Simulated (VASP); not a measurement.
Given:

```
CELL_PARAMETERS angstrom
      2.40224     0.00000     0.00000
     -1.20112     2.08040     0.00000
      0.00000     0.00000     3.99665
ATOMIC_POSITIONS crystal
  Ni 0.33333 0.66667 0.25000
  Ni 0.66667 0.33333 0.75000
```

Calculation: PBEsol GGA, VASP's PBE PAW potentials (set 64) (plane waves; VASP 6.6.1). Numerical set-up: 300 eV cut-off, 11×11×6 Γ-centred mesh, Fermi-Dirac smearing of 0.10 eV, potentials Ni.

The run has a spin-polarised start.

Problem. Give the spin-up energies of bands 1 to 12 at the high-symmetry points, in eV from the Fermi level.

Solution. 
```tsv
band	Γ	M	K	A	L	H
1	-9.71	-4.92	-4.24	-7.40	-5.11	-3.82
2	-5.35	-4.83	-3.96	-7.40	-5.11	-3.82
3	-2.69	-4.50	-3.96	-3.02	-3.80	-3.75
4	-2.52	-2.61	-3.73	-3.02	-3.80	-3.75
5	-2.52	-2.53	-2.80	-2.55	-1.61	-3.00
6	-2.23	-2.53	-2.80	-2.55	-1.61	-3.00
7	-2.23	-2.21	-1.94	-2.55	-1.01	-1.82
8	-1.68	-0.50	-0.86	-2.55	-1.01	-1.82
9	-1.68	-0.48	-0.86	-0.98	-0.42	-0.63
10	-0.73	-0.37	-0.75	-0.98	-0.42	-0.63
11	-0.66	1.33	4.70	-0.98	1.46	5.90
12	-0.66	3.40	5.56	-0.98	1.46	5.90
```

Problem. Give the spin-down energies of bands 1 to 12 at the high-symmetry points, in eV from the Fermi level.

Solution. 
```tsv
band	Γ	M	K	A	L	H
1	-9.71	-4.59	-3.78	-7.38	-4.75	-3.35
2	-5.00	-4.39	-3.55	-7.38	-4.75	-3.35
3	-2.08	-4.08	-3.55	-2.49	-3.30	-3.34
4	-1.92	-2.34	-3.36	-2.49	-3.30	-3.34
5	-1.92	-2.02	-2.28	-1.96	-1.00	-2.55
6	-1.61	-1.96	-2.28	-1.96	-1.00	-2.55
7	-1.61	-1.63	-1.36	-1.96	-0.48	-1.21
8	-1.07	0.18	-0.18	-1.96	-0.48	-1.21
9	-1.07	0.18	-0.18	-0.34	0.26	0.05
10	-0.76	0.32	-0.11	-0.34	0.26	0.05
11	-0.01	1.76	4.97	-0.34	1.64	6.12
12	-0.01	3.74	5.83	-0.34	1.64	6.12
```

It has no gap at this level: it comes out as a metal or semimetal.

The structure comes from a computed database's Ni entry (P6_3/mmc); how it stands against other phases isn't given here. The cell was not relaxed at this level.
